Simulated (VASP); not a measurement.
```yaml
crystal:
  lattice:
    - [1.78002, -3.08309, 0.00000]
    - [1.78002, 3.08309, 0.00000]
    - [0.00000, 0.00000, 5.56512]
  atoms:
    - { symbol: Tb, position: [0.33333, 0.66667, 0.25000] }
    - { symbol: Tb, position: [0.66667, 0.33333, 0.75000] }
```

These are PBEsol GGA, VASP's PBE PAW potentials (set 64) (plane waves; VASP) values and carry that method's errors. Run with 480 eV cut-off, 12×12×6 Γ-centred mesh, first-order Methfessel-Paxton smearing of 0.10 eV, potentials Tb_3.

The 4f electrons are frozen in the core of the lanthanide potential, so 4f levels, which can set the real gap, and their magnetism are missing.

Each relaxation starts from this cell; other phases were not tried.

The cell is relaxed at 10 GPa. What happens?

The volume per atom goes from 30.54 to 25.36 Å³ (-17.0 %), and the cell becomes a = b = 3.3089 Å, c = 5.3487 Å, α = β = 90.00°, γ = 120.00°, space group P6_3/mmc.

The cell is relaxed at 15 GPa. What happens?

The volume per atom goes from 30.54 to 23.75 Å³ (-22.2 %), and the cell becomes a = b = 3.226 Å, c = 5.271 Å, α = β = 90.00°, γ = 120.00°, space group P6_3/mmc.

Failed runs are left out, and for metals the shear rows, which the mesh's noise covers.

The compound is Tb in the hcp structure.
